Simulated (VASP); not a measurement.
Input:

```
Fe3Ge
1.0
    5.16490     0.00000     0.00000
   -2.58245     4.47293     0.00000
    0.00000     0.00000     4.21618
Fe Ge
6 2
Direct
  0.83922   0.67844   0.25000
  0.16078   0.32156   0.75000
  0.16078   0.83922   0.75000
  0.83922   0.16078   0.25000
  0.32156   0.16078   0.25000
  0.67844   0.83922   0.75000
  0.33333   0.66667   0.25000
  0.66667   0.33333   0.75000
```

Level of theory: r2SCAN meta-GGA, VASP's PBE PAW potentials (set 64) (plane waves; VASP). Numerical set-up: 400 eV cut-off, 8×8×8 Γ-centred mesh, tetrahedra with Blöchl corrections, potentials Fe Ge_d.

The cores are frozen, which limits the accuracy of field gradients. The run has a spin-polarised start.

**Question.** Give the principal components of the electric field gradient (V/Å²) and the asymmetry η at each nucleus.

**Answer.** 
| atom | Vxx | Vyy | Vzz | η |
|---|---|---|---|---|
| Fe1 | -16.6 | -10.4 | 27.0 | 0.23 |
| Fe2 | -16.6 | -10.4 | 27.0 | 0.23 |
| Fe3 | -16.6 | -10.4 | 27.0 | 0.23 |
| Fe4 | -16.6 | -10.4 | 27.0 | 0.23 |
| Fe5 | -16.6 | -10.4 | 27.0 | 0.23 |
| Fe6 | -16.6 | -10.4 | 27.0 | 0.23 |
| Ge7 | 2.9 | 2.9 | -5.9 | 0.00 |
| Ge8 | 2.9 | 2.9 | -5.9 | 0.00 |

The structure comes from a computed database's Fe3Ge entry (P6_3/mmc); how it stands against other phases isn't given here. It was relaxed first.
